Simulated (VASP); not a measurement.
The input files of a VASP run:

**INCAR**
```
SYSTEM  =  Zn
PREC  =  Accurate; ENCUT  =  300; LREAL  =  .False.
LASPH  =  .True.
EDIFF  =  1E-6; NELM  =  100; ALGO  =  Normal
LMAXMIX  =  4
ISMEAR  =  0; SIGMA  =  0.272
GGA  =  PE
ISIF  =  2
LWAVE  =  .False.; LCHARG  =  .False.
```

### POSCAR
```
Zn
1
    2.8313980000     0.0000000000     0.0000000000
   -1.4156990000     2.4520630000     0.0000000000
    0.0000000000     0.0000000000     9.1100450000
Zn
4
Direct
  0.0000000000   0.0000000000   0.0000000000
  0.0000000000   0.0000000000   0.5000000000
  0.3333330000   0.6666670000   0.2500000000
  0.6666670000   0.3333330000   0.7500000000
```

File KPOINTS:
```
Automatic
0
G
6 6 2
0 0 0
```

POTCAR, in this order: Zn (PBE.64 set). Program: vasp_std.

**Question.** Translate this PBE calculation to Ansatz.

**Answer.** One equivalent input (not run):
Ansatz 0.2 input:
```yaml
crystal:
  lattice:
    - [2.8313980, 0.0000000, 0.0000000]
    - [-1.4156990, 2.4520630, 0.0000000]
    - [0.0000000, 0.0000000, 9.1100450]
  atoms:
    - { symbol: Zn, position: [0.0000000, 0.0000000, 0.0000000] }
    - { symbol: Zn, position: [0.0000000, 0.0000000, 0.5000000] }
    - { symbol: Zn, position: [0.3333330, 0.6666670, 0.2500000] }
    - { symbol: Zn, position: [0.6666670, 0.3333330, 0.7500000] }
kpoints:
  mp_grid: { grid: [6, 6, 2] }
hamiltonian:
  xc: pbe
  pseudopotentials: { kind: paw }
scf:
  occupations: { method: gaussian, width: 0.272 }
  max_iter: 100
output: { forces: true, stress: true, eigenvalues: true }
```
Limits of the translation: each code has its own PAW files, so the cut-off isn't converted (ENCUT is set for VASP's; basis.ecutwfc is left out, and Ansatz then takes the one that its files recommend); Ansatz stops its SCF on the density residual and VASP on the energy change (EDIFF).

The structure was generated: Zn was put into an ordered model structure, which need not be its known phase. The cell was not relaxed at this level. The k-mesh is coarse (spacing up to 0.43 per Å, 2π included), so the numbers may not be converged in it. The run is one of a series of settings (KPOINTS 6×6×2 Γ-centred mesh against the base run), some of them coarse on purpose.
